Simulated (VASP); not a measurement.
Runs of VASP 6.6.1 on Rh. It takes space group Fm-3m (No. 225, cubic). Conventional cell: a = 3.806 Å, b = 3.806 Å, c = 3.806 Å, α = 90.00°, β = 90.00°, γ = 90.00°. Rh (site symmetry m-3m) has 12 Rh at 2.69 Å as nearest neighbours. 

```csv
task,level,potentials or basis,cell,k mesh,cutoff (eV),mesh quality,gap on the mesh (eV),pressure (GPa),relaxed volume (Å³/atom)
relaxation of cell and atoms,PBEsol,"VASP PAW PBE potentials, release 64 (Rh_pv)",relaxed,18 × 18 × 18,600,not flagged,none,0.0,13.49
single point,PBEsol,"VASP PAW PBE potentials, release 64 (Rh_pv)",as given,18 × 18 × 18,520,not flagged,none,-6.0,-
relaxation of cell and atoms,PBE,"VASP PAW PBE potentials, release 64 (Rh_pv)",relaxed,18 × 18 × 18,600,not flagged,none,0.0,14.04
relaxation of cell and atoms,PBEsol,"VASP PAW PBE potentials, release 64 (Rh)",relaxed,18 × 18 × 18,580,not flagged,none,0.0,13.45
relaxation of cell and atoms,PBE+D3(BJ),"VASP PAW PBE potentials, release 64 (Rh_pv)",relaxed,18 × 18 × 18,600,not flagged,none,0.0,13.64
relaxation of cell and atoms,PBEsol,"VASP PAW PBE potentials, release 64 (Rh_pv)",relaxed,18 × 18 × 18,300,not flagged,none,0.0,(b)
relaxation of cell and atoms,PBEsol,"VASP PAW PBE potentials, release 64 (Rh_pv)",relaxed,6 × 6 × 6,600,coarse,none,0.0,(a)
relaxation of cell and atoms,PBEsol,"VASP PAW PBE potentials, release 64 (Rh_pv)",relaxed,18 × 18 × 18,480,not flagged,none,0.0,13.50
```

Alike in all rows: no spin polarisation; smearing gaussian 0.1 eV.

**Question.** Fill in the values left out.

**Answer.** (a) 13.56; (b) 13.47.

Caveats: some runs use coarse meshes; the PAW data sets were made with another functional, which shifts forces and pressure a little (some runs); pairwise dispersion overbinds metals, which lowers pressure and volume (some runs); the cutoff is under 1.25 times the usual one of these potentials, so pressure, stress and relaxed cells hold a basis-set (Pulay) error (some runs).

A k mesh can miss the band edges, and the runs leave out spin-orbit coupling on Rh.

A gap of «none» marks a metal or a gap under the smearing width.

Not every run made on this cell is shown here.
